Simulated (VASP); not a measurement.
Energy against volume of Ni₃Al (L1_2). Method: PBEsol GGA, VASP's PBE PAW potentials (set 64) (plane waves; VASP).

```csv
V (Å³/atom),E (eV/atom)
10.252,-6.04410
10.579,-6.06444
10.906,-6.07017
11.233,-6.06357
11.561,-6.04655
```

Q: Fit a third-order Birch-Murnaghan equation of state.

A: 
```
Item                                             Value
---------------------------------------  -------------
volume per atom                          10.89 Å³/atom
bulk modulus                                   203 GPa
pressure derivative of the bulk modulus           4.60
lattice constant a                             3.518 Å
```

Measured: bulk modulus 174 GPa (computed value off by +16.5 %), as given by Nikolai A. Zarkevich et al., Crystals (2023), arXiv:2304.06869; a 3.572 Å (computed value off by -1.5 %), as given by Tensorial elastic properties and stability of interface states associated with Σ5(210) grain boundaries in Ni3(Al,Si). The calculation is for a static lattice, while the measured bulk modulus, a hold thermal and zero-point effects, which are part of the difference.

The compound is Ni3Al in the L1_2 structure. It was relaxed first.
